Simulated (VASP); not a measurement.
A run of VASP 6.6.1 is set up as follows.

The input INCAR:

```
  PREC = Accurate
  ENCUT = 600
  EDIFF = 1E-7
  ISMEAR = -1
  SIGMA = 0.05
  LREAL = F
  LASPH = T
  NELM = 150
  ALGO = Normal
  ISIF = 2
  LWAVE = F
  LCHARG = F
  ISPIN = 2
  MAGMOM = 3 3 3 3 3 3 3 3
  LORBIT = 11
  LMAXMIX = 4
  LDIPOL = T
  IDIPOL = 3
  DIPOL = 0.5 0.5 0.500
  GGA = PE
```

KPOINTS

```
regular mesh
0
Gamma
  7 7 1
```

POSCAR

```
Cr
1.0
    2.8839000000      0.0000000000      0.0000000000
    0.0000000000      2.8839000000      0.0000000000
    0.0000000000      0.0000000000     25.0936500000
Cr
8
Direct
    0.5000000000      0.5000000000      0.2988803940
    0.0000000000      0.0000000000      0.3563431386
    0.5000000000      0.5000000000      0.4138058832
    0.0000000000      0.0000000000      0.4712686277
    0.5000000000      0.5000000000      0.5287313723
    0.0000000000      0.0000000000      0.5861941168
    0.5000000000      0.5000000000      0.6436568614
    0.0000000000      0.0000000000      0.7011196060
```

Potentials or basis: VASP PAW PBE potentials, release 64 (Cr_pv).

The run is started by

```sh
$ cat potpaw_PBE.64/Cr_pv/POTCAR > POTCAR
$ mpirun -np 1 vasp_std > vasp.out
```

Question: Estimate the site moments.

Answer: Cr +2.79, -1.46, +0.79, -0.33 μB.

Question: What does it give for the largest force?

Answer: 0.447 eV/Å.

Forces in eV/Å, atoms in the order of the input:
```
Cr   0.000  0.000  0.447
Cr   0.000  0.000 -0.376
Cr   0.000  0.000  0.307
Cr   0.000  0.000  0.064
Cr   0.000  0.000 -0.064
Cr   0.000  0.000 -0.307
Cr   0.000  0.000  0.376
Cr   0.000  0.000 -0.447
```
